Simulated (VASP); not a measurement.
Data:

```
CsBr
1.0
    4.34142     0.00000     0.00000
    0.00000     4.34142     0.00000
    0.00000     0.00000     4.34142
Cs Br
1 1
Direct
  0.00000   0.00000   0.00000
  0.50000   0.50000   0.50000
```

The numbers are results of AM05 GGA, VASP's PBE PAW potentials (set 64) (plane waves; VASP 6.6.1), not measurements. Numerical set-up: 520 eV cut-off, 7×7×7 Γ-centred mesh, tetrahedra with Blöchl corrections, potentials Cs_sv Br.

Unless said otherwise, spin-orbit coupling is left out, though it shifts the bands of the heavy elements here.

Task: Estimate the energy per atom (σ→0), band gap (on the k-mesh) with the smallest direct gap where there is one.

Result: 
```
Item                                          Value
-----------------------------------  --------------
band gap (on the k-mesh)                    4.37 eV
smallest direct gap (on the k-mesh)         4.37 eV
energy per atom (σ→0)                -2.970 eV/atom
```

The absolute energy has meaning only against runs of the same code, potentials and settings.

The compound is CsBr in the CsCl type structure. It was relaxed first.
